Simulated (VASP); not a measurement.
```
NiSi2
1.0
    0.00000     2.75910     2.75910
    2.75910     0.00000     2.75910
    2.75910     2.75910     0.00000
Si Ni
2 1
Cartesian
  1.37955   1.37955   1.37955
  4.13865   4.13865   4.13865
  0.00000   0.00000   0.00000
```

All values below come from PBE GGA, VASP's PBE PAW potentials (set 64) (plane waves; VASP). Numerical set-up: 400 eV cut-off, 7×7×7 Γ-centred mesh, first-order Methfessel-Paxton smearing of 0.10 eV, potentials Si Ni.

Give the stress tensor in GPa (positive for a compressed cell).

```
-6.20   0.00   0.00
 0.00  -6.20   0.00
 0.00   0.00  -6.20
```
The pressure is its mean diagonal, -6.20 GPa.

The compound is NiSi2 in the fluorite structure. The cell was not relaxed at this level. The run is not spin-polarised, so no magnetic state was tried.
